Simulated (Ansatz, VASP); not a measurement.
# RbH3Pb in two plane-wave programs, part 2 of 2

One calculation is typed for both programs; each brings its own data sets. How far apart do they land? The cell is generated by rule, not measured, and may not be a known phase. The cell is taken from a series of runs on this material, whose earlier steps may have relaxed, scaled, displaced or heated it; both programs get it as it stands.

VASP 6.6.1 and Ansatz 0.2.0.

So far: Starting point; VASP: zone-centre phonons, PBEsol.

The structure was built from a prototype and need not be the compound's stable phase.

## Step 3: Ansatz: zone-centre phonons, PBEsol

Level of this step: Ansatz beside VASP: Kohn-Sham DFT, plane waves, PBEsol (Ansatz).

Ansatz runs on its PAW soft_1 files.

The same cell, functional, mesh and smearing now go to Ansatz, which takes its cutoff from its data sets.

File input.yaml:

```yaml
crystal:
  lattice:
    - [4.5128424719, 0.0, 0.0]
    - [0.0, 4.5128424719, 0.0]
    - [0.0, 0.0, 4.5128424719]
  atoms:
    - { symbol: Rb, position: [0.0, 0.0, 0.0] }
    - { symbol: Pb, position: [0.5, 0.5, 0.5] }
    - { symbol: H, position: [0.5, 0.5, 0.0] }
    - { symbol: H, position: [0.5, 0.0, 0.5] }
    - { symbol: H, position: [0.0, 0.5, 0.5] }
kpoints:
  mp_grid: { grid: [8, 8, 8] }
hamiltonian:
  xc: pbesol
  pseudopotentials: { kind: paw, azcp: { folder: soft_1 }, xc_functional: pbe }
scf:
  occupations: { method: methfessel_paxton, width: 0.2 }
output:
  eigenvalues: true
phonons:
  method: dfpt
```

Run with:

```bash
$ ansatz run input.yaml --threads 4 --pin off --max-ram 16384MiB --backend cpu --events-out ev --progress --plain --runs-dir out
```

Numbers of over 12 decimals in the logs are rounded to 6 here.

Log:

```text
zone centre: on kpoints.mp_grid the ground state, and the responses unless they are solved on pairs of k-points, stand on 125 of the mesh's 512 k-points, reduced under 8 symmetry operations, with k and −k counted as one. Each operation leaves every solved displacement unchanged or reverses it
Engine: ansatz 0.2.0, aarch64-unknown-linux-gnu
Pseudopotentials: kind: paw
Pseudopotential: Rb, paw, valence charge 9, recommended cutoff 420 eV (normal), soft_1/Rb.paw.azcp
Pseudopotential: Pb, paw, valence charge 14, recommended cutoff 420 eV (normal), soft_1/Pb.paw.azcp
Pseudopotential: H, paw, valence charge 1, recommended cutoff 420 eV (normal), soft_1/H.paw.azcp
Functional definition: PBEsol
  exchange = pbesol_x
  correlation = pbesol_c
Crystal: 5 atoms, lattice volume = 91.907 Å³
Basis set: ecut = 420 eV, 1791 PW (Γ), exchange–correlation on 64×64×64 points (8 copies of the dense FFT grid, shifted against one another)
Bands: 18, of which v1, the nominal top of the filled ones, is band 13 counted from 1 (12 counted from 0)
Symmetry: 48 space group operations
k-points: 125 of 512 (irreducible under 8 space group operations)
Non-local potential: Rb, projectors of the file, l = 0: 3, l = 1: 2, l = 2: 2
Non-local potential: Pb, projectors of the file, l = 0: 2, l = 1: 2, l = 2: 2, l = 3: 1
Non-local potential: H, projectors of the file, l = 0: 2, l = 1: 1
PAW form: soft (Blöchl's): semilocal exchange-correlation on the pseudo side does not see the compensation charge
PAW frozen core: Rb, regenerated for the run's functional, and the local potential with it (the file was generated under x = pbe(κ = 0.804, μ = 0.219515), c = pbe(β = 0.066725))
PAW frozen core: Pb, regenerated for the run's functional, and the local potential with it (the file was generated under x = pbe(κ = 0.804, μ = 0.219515), c = pbe(β = 0.066725))
PAW one-centre angular grid: Rb, 110 points (default); XC on 64 Gauss nodes
PAW one-centre angular grid: Pb, 590 points (default); XC on 64 Gauss nodes
PAW one-centre angular grid: H, 110 points (default); XC on 64 Gauss nodes
Initial density: superposition of atomic densities (chi_scale 0.1, normalization cell, long waves kept (reshape's long-wave potential 0.00 eV rms))
Initial wavefunctions: pseudopotential atomic-orbital guess
Functional: x = pbesol(κ = 0.804, μ = 0.123457), c = pbesol(β = 0.046)
SCF iter   1: F=—  HF=-15022.099649 eV  |F-HF|=—  |Δ(HF+E_count)|=         —  Δρ=5.02e-2  dr2=3.49e0  ethr=3.10e-3  ⟨swp⟩=5.9  Hψ=13089  notcnv=0
preconditioner: auto → Kerker (q_TF=auto, 2.211 Å⁻¹)  [metal: Δε(μ)=0.085 eV  Ē_g=13.865 eV  σ=0.200 eV  W_gap=0.33  n_scr=18 (ndim 8)  ℏωp=19.0 eV  f_vac=0.000  D(μ)=0.47/eV (n_scr^D=0)]
SCF iter   2: F=—  HF=-15021.087633 eV  |F-HF|=—  |Δ(HF+E_count)|=    1.01e0  S|Δr|=    0.00e0  Δρ=2.50e-2  dr2=1.04e0  ethr=3.10e-3  ⟨swp⟩=2.8  Hψ=5505  notcnv=0  defer=46
preconditioner: auto → Resta (q_TF=auto, 2.211 Å⁻¹)  ε∞=2.7  [insulator: Δε(μ)=0.130 eV  Ē_g=14.364 eV  σ=0.200 eV  W_gap=0.51  n_scr=18 (ndim 8)  ℏωp=19.0 eV  f_vac=0.000  D(μ)=0.46/eV (n_scr^D=0)  ε∞_Penn≈2.7]
SCF iter   3: F=—  HF=-15020.667214 eV  |F-HF|=—  |Δ(HF+E_count)|=   4.20e-1  S|Δr|=    0.00e0  Δρ=4.69e-3  dr2=2.31e-2  ethr=3.10e-3  ⟨swp⟩=3.4  Hψ=5026  notcnv=0  defer=46
SCF iter   4: F=—  HF=-15020.666031 eV  |F-HF|=—  |Δ(HF+E_count)|=   1.18e-3  S|Δr|=    0.00e0  Δρ=1.15e-3  dr2=8.96e-4  ethr=8.88e-5  ⟨swp⟩=2.6  Hψ=4563  notcnv=0  defer=52
SCF iter   5: F=—  HF=-15020.666103 eV  |F-HF|=—  |Δ(HF+E_count)|=   7.22e-5  S|Δr|=    0.00e0  Δρ=1.95e-4  dr2=3.71e-5  ethr=3.45e-6  ⟨swp⟩=2.0  Hψ=3685  notcnv=0  defer=52
SCF iter   6: F=—  HF=-15020.666144 eV  |F-HF|=—  |Δ(HF+E_count)|=   4.07e-5  S|Δr|=    0.00e0  Δρ=3.83e-5  dr2=1.23e-6  ethr=1.43e-7  ⟨swp⟩=2.7  Hψ=3646  notcnv=0  defer=52
SCF iter   7: F=—  HF=-15020.666144 eV  |F-HF|=—  |Δ(HF+E_count)|=   3.99e-7  S|Δr|=    0.00e0  Δρ=5.17e-6  dr2=3.34e-8  ethr=4.74e-9  ⟨swp⟩=2.3  Hψ=3787  notcnv=0  defer=52
SCF iter   8: F=—  HF=-15020.666144 eV  |F-HF|=—  |Δ(HF+E_count)|=   3.69e-8  S|Δr|=    0.00e0  Δρ=1.61e-6  dr2=2.95e-9  ethr=1.28e-10  ⟨swp⟩=3.0  Hψ=3925  notcnv=0  defer=52
SCF iter   9: F=—  HF=-15020.666144 eV  |F-HF|=—  |Δ(HF+E_count)|=   2.03e-9  S|Δr|=    0.00e0  Δρ=2.77e-7  dr2=4.46e-11  ethr=1.14e-11  ⟨swp⟩=2.6  Hψ=3763  notcnv=0  defer=52
SCF iter  10: F=-15020.666144 eV  HF=-15020.666144 eV  |F-HF|=7.28e-12  |Δ(HF+E_count)|=  5.46e-12  S|Δr|=    0.00e0  Δρ=5.43e-8  dr2=2.04e-12  ethr=1.00e-12  ⟨swp⟩=10.8  Hψ=13707  notcnv=0
SCF 1 converged in 10 iterations: F = -15020.666144 eV  dr2 = 2.04e-12
  greatest PAW one-centre occupation: 0.980 electrons in one spin orbital (limit 2), on the Pb atom at site 1 (counted from 0), in its partial waves of l = 2
DFPT response loops at Γ: preconditioner auto → Kerker (q_TF=auto, 2.211 Å⁻¹) (partly filled bands, converged f_vac=0.001); β = 1.00, the filter's whole step (`scf.mixing.beta` (0.50) is not read by the response loops under this deck's `scf.mixing.preconditioner`; to damp them name `kerker` or `kerker_dos`, under which they read `scf.mixing.beta`, and type it under 1.00, their step now; both keys bind the ground state too); Broyden in place of MSR1
SCF converged after 10 iterations
Stability not checked: this state was not tested for a lower state beside it, because cold or Methfessel-Paxton smearing, or corrected tetrahedra, fill the levels in a way that the test cannot read (fill_not_monotonic; see scf.lower_state_search)
Free energy (F): -15020.666144 eV
Harris-Foulkes:  -15020.666144 eV  (|F-HF|=7.28e-12)
Internal energy: -15020.667695 eV  (E = F + TS)
E sigma→0 (E₀):  -15020.666532 eV
Entropy (-TS):   0.001551 eV (0.310 meV/atom)
Fermi energy:    6.512092 eV
Step filling:    the computed levels leave a gap of 0.0000 eV = 0.0 smearing widths at the electron count; against every level under it full and every level over it empty, smearing changes F+E_penalty+E_count by +1.738 meV and its σ→0 estimate by +1.350 meV
--- Per-component energies (eV) ---
  E_band       = -175.364633
  E_kinetic    = 511.764057
  E_local      = -1831.810306  (includes V_loc(G=0)·N_el)
  E_nonlocal   = 497.859881
  E_hartree    = 629.866910
  E_xc         = -352.751556
  E_vxc        = -300.248205  (∫ρ·V_xc dr)
  E_paw        = -12817.288999  (= ΣΔE_a)
  E_vpaw       = -312.661535  (= ΣTr[D̂ρ^β])
  E_aug_tail   = -0.002389  (compensation charges beyond the density's cutoff)
  E_ewald      = -1658.491135
  E_core_change = 0.185841  (= ΣΔE_core)
  E_smearing   = 0.001551  (= −TS)
  E_closure    = 0.000000  (closes the sum)
  Σ components = -15020.666144   (vs F -15020.666144, Δ=0.00e0)
--- Band table (eV; the first three rows and the last of 125) ---
  k-point 0: bands = [... 9 lower, -4.0322, 3.9634, 3.9634, 6.6549, 6.6549, 6.6549, 6.7397, 11.1505, ... 1 higher]
  k-point 1: bands = [... 9 lower, -3.9116, 3.3706, 4.0041, 5.9859, 6.6506, 6.6506, 8.2961, 10.7403, ... 1 higher]
  k-point 2: bands = [... 9 lower, -3.6101, 2.2205, 4.1088, 6.0678, 6.6359, 6.6359, 9.9450, 9.9986, ... 1 higher]
  k-point 124: bands = [... 9 lower, -1.9725, 1.2865, 1.2865, 1.2865, 9.6185, 9.6185, 9.6185, 12.6175, ... 1 higher]
--- Phonons (Γ-DFPT): 4 representative perturbations + reference, on 125 of 512 k-points (Σ response iterations 13) ---
  k mesh reduced under 8 symmetry operations, with k and −k counted as one. Each operation leaves every solved displacement unchanged or reverses it
  ASR residual: 3.763e-5 → 0.000e0 eV/Å²; symmetrization residual: 2.966e-6 eV/Å²
  ASR residual per site (eV/Å²): 1.82e-5 3.76e-5 6.03e-6 6.03e-6 6.03e-6
  Γ frequencies (cm⁻¹): -957.65 -957.65 -957.65 0.00 0.00 0.00 59.69 59.69 59.69 327.73 327.73 327.73 424.99 424.99 424.99
  non-analytic LO–TO correction: not included (Born effective charges unavailable; polar crystals: no LO–TO splitting at Γ)
```

## Step 4: Side by side

Known differences besides the potentials themselves: the cutoff is 420 eV in Ansatz and 500 eV in VASP; Ansatz makes its cores anew for this functional, VASP keeps those of its PBE data sets. Total energies have different zeros and are not compared.

Both answers:

```tsv
quantity	Ansatz	VASP	difference
optical mode 1 to 3 (imaginary, printed as negative) (cm⁻¹)	-957.6	-954.8	-2.8
optical mode 4 to 6 (cm⁻¹)	59.7	60.1	-0.62 %
optical mode 7 to 9 (cm⁻¹)	327.7	335.3	-2.26 %
optical mode 10 to 12 (cm⁻¹)	425.0	429.3	-1.00 %
```

Modes are paired by rising frequency, not by their patterns, so a pair may set unlike modes beside each other; they are those without the splitting of longitudinal modes.

## Step 5: What came out

```
r.m.s. difference of the optical zone-centre modes, each program's sorted by frequency (zone-centre phonons, PBEsol) : 4.6 cm⁻¹
difference in optical mode 7 to 9 (zone-centre phonons, PBEsol)                                                      : -2.3 %
```

What this shows: The r.m.s. difference of the optical zone-centre modes, each program's sorted by frequency is 4.6 cm⁻¹ (zone-centre phonons, PBEsol). Among the rows given in per cent, the largest difference of the zone-centre phonons, PBEsol pair is in optical mode 7 to 9, -2.3 %. How closely two codes agree says nothing of how well the functional describes the real material.

[Lines on the potential files, build, host, timing and source positions are cut from VASP's logs without a mark.]

[Logs are printed without paths, hosts, clocks, repeated set-up lines and the standing remarks that a program may print on its own settings, such as how far it seeks lower states.]

[Hosts, paths, dates, database ids (printed as entryN), source tags and the programs' standing remarks are cut or masked in the printed files.]
